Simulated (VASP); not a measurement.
These are optB88-vdW, VASP's PBE PAW potentials (set 64) (plane waves; VASP 6.6.1) values and carry that method's errors.

The input files of a VASP run:

INCAR:
```
PREC = Accurate
LREAL = .False.
EDIFFG = -0.02   ! ionic stop
LASPH = .True.   ! aspherical one-centre terms
LWAVE = .False.
ALGO = Normal   ! blocked Davidson
LMAXMIX = 6   ! l cut-off of mixed one-centre charges
PARAM1 = 0.1833333333
AGGAC = 0.0
SIGMA = 0.1
ISMEAR = 1   ! Methfessel-Paxton
NELM = 100   ! most electronic steps
EDIFF = 1E-6
NSW = 60   ! most ionic steps
IBRION = 2   ! conjugate gradients
LUSE_VDW = .True.
PARAM2 = 0.22
ISIF = 3
SYSTEM = PtAl2
LCHARG = .False.
ENCUT = 520   ! plane-wave cut-off (eV)
GGA = BO
```

### POSCAR
```
PtAl2
1
   -0.0000000000     2.9707211236     2.9707211236
    2.9707211236     0.0000000000     2.9707211236
    2.9707211236     2.9707211236    -0.0000000000
Al Pt
2 1
Direct
  0.2500000000   0.2500000000   0.2500000000
  0.7500000000   0.7500000000   0.7500000000
  0.0000000000   0.0000000000   0.0000000000
```

**KPOINTS**
```
Automatic mesh
0
Gamma
8 8 8
0 0 0
```

POTCAR, in this order: Al Pt (PBE.64 set). Program: vasp_std.

What VASP printed:

**OSZICAR**
```
       N       E                     dE             d eps       ncg     rms          rms(c)
DAV:   1     0.551785724469E+02    0.55179E+02   -0.67714E+03   720   0.113E+03
DAV:   2    -0.938469833902E+01   -0.64563E+02   -0.57615E+02   796   0.187E+02
DAV:   3    -0.112961132740E+02   -0.19114E+01   -0.18888E+01   892   0.314E+01
DAV:   4    -0.113136407502E+02   -0.17527E-01   -0.17522E-01   820   0.355E+00
DAV:   5    -0.113139387628E+02   -0.29801E-03   -0.29801E-03   900   0.493E-01    0.805E+00
DAV:   6    -0.109442102613E+02    0.36973E+00   -0.20353E+00   792   0.142E+01    0.208E+00
DAV:   7    -0.108770277091E+02    0.67183E-01   -0.17820E-01   756   0.425E+00    0.165E+00
DAV:   8    -0.108549323633E+02    0.22095E-01   -0.37622E-02   808   0.210E+00    0.235E-01
DAV:   9    -0.108552793181E+02   -0.34695E-03   -0.17251E-03   812   0.400E-01    0.167E-01
DAV:  10    -0.108554768075E+02   -0.19749E-03   -0.41053E-04   784   0.186E-01    0.177E-02
DAV:  11    -0.108554738557E+02    0.29518E-05   -0.19431E-05   864   0.479E-02    0.936E-03
DAV:  12    -0.108554745341E+02   -0.67844E-06   -0.25591E-06   768   0.138E-02
   1 F= -.10855475E+02 E0= -.10855501E+02  d E =-.108555E+02
```

File OUTCAR:
```
------------------------ aborting loop because EDIFF is reached ----------------------------------------
  FORCE on cell =-STRESS in cart. coord.  units (eV):
  Direction    XX          YY          ZZ          XY          YZ          ZX
  --------------------------------------------------------------------------------------
  Total        0.0112806      0.0112806      0.0112806      0.0000000      0.0000000      0.0000000
  in kB        0.3446898      0.3446898      0.3446898      0.0000000      0.0000000      0.0000000
  external PRESSURE =       0.3446898 kB  Pullay stress =       0.0000000 kB
  volume of cell :       52.43
      direct lattice vectors                 reciprocal lattice vectors
     0.000000000  2.970721124  2.970721124    -0.168309302  0.168309302  0.168309302
     2.970721124  0.000000000  2.970721124     0.168309302 -0.168309302  0.168309302
     2.970721124  2.970721124  0.000000000     0.168309302  0.168309302 -0.168309302
 POSITION                                       TOTAL-FORCE (eV/Angst)
 -----------------------------------------------------------------------------------
      1.48536      1.48536      1.48536         0.000000      0.000000      0.000000
      4.45608      4.45608      4.45608        -0.000000     -0.000000     -0.000000
      0.00000      0.00000      0.00000        -0.000000     -0.000000      0.000000
 -----------------------------------------------------------------------------------
    total drift:                                0.000000     -0.000000      0.000000
  FREE ENERGIE OF THE ION-ELECTRON SYSTEM (eV)
  ---------------------------------------------------
  free  energy   TOTEN  =       -10.8554745341 eV

  energy  without entropy=      -10.8555544771  energy(sigma->0) =      -10.85550118

 reached required accuracy - stopping structural energy minimisation
```
(Selected blocks of OUTCAR.)

### OUTCAR
```
 val. band max:        7.5625476076   @ k =   0.3750   0.2500   0.0000

 cond. band min:       7.6469570757   @ k =   0.2500   0.2500   0.0000


 Fermi energy:         7.6120745072

 k-point     1 :       0.0000    0.0000    0.0000
  band No.  band energies     occupation
      1      -2.4326      2.00000
      2       2.6915      2.00000
      3       2.6915      2.00000
      4       2.6915      2.00000
      5       4.0370      2.00000
      6       4.0370      2.00000
      7      10.4113      0.00000
      8      11.4999      0.00000
      9      11.4999      0.00000
     10      11.4999      0.00000
     11      13.0076      0.00000
     12      13.0076      0.00000

 k-point     2 :       0.1250    0.0000    0.0000
  band No.  band energies     occupation
      1      -2.2212      2.00000
      2       2.5651      2.00000
      3       2.7603      2.00000
      4       2.7603      2.00000
      5       4.0156      2.00000
      6       4.0156      2.00000
      7       9.2930     -0.00000
      8      10.7854      0.00000
      9      10.9220      0.00000
     10      10.9220      0.00000
     11      13.5506      0.00000
     12      13.5799      0.00000

 k-point     3 :       0.2500    0.0000    0.0000
  band No.  band energies     occupation
      1      -1.6127      2.00000
      2       2.2684      2.00000
      3       2.9062      2.00000
      4       2.9062      2.00000
      5       4.0197      2.00000
      6       4.0197      2.00000
      7       6.7944      2.00000
      8       9.9309      0.00000
      9       9.9309      0.00000
     10      11.2754      0.00000
     11      13.0255      0.00000
     12      13.1267      0.00000

 k-point     4 :       0.3750    0.0000    0.0000
  band No.  band energies     occupation
      1      -0.7317      2.00000
      2       1.9188      2.00000
      3       2.9974      2.00000
      4       2.9974      2.00000
      5       4.1453      2.00000
      6       4.1453      2.00000
...
```

Unless said otherwise, spin-orbit coupling is left out, though it shifts the bands of the heavy elements here.

The compound is PtAl2 in the fluorite structure. It was relaxed first. The start is the result of an earlier pass.
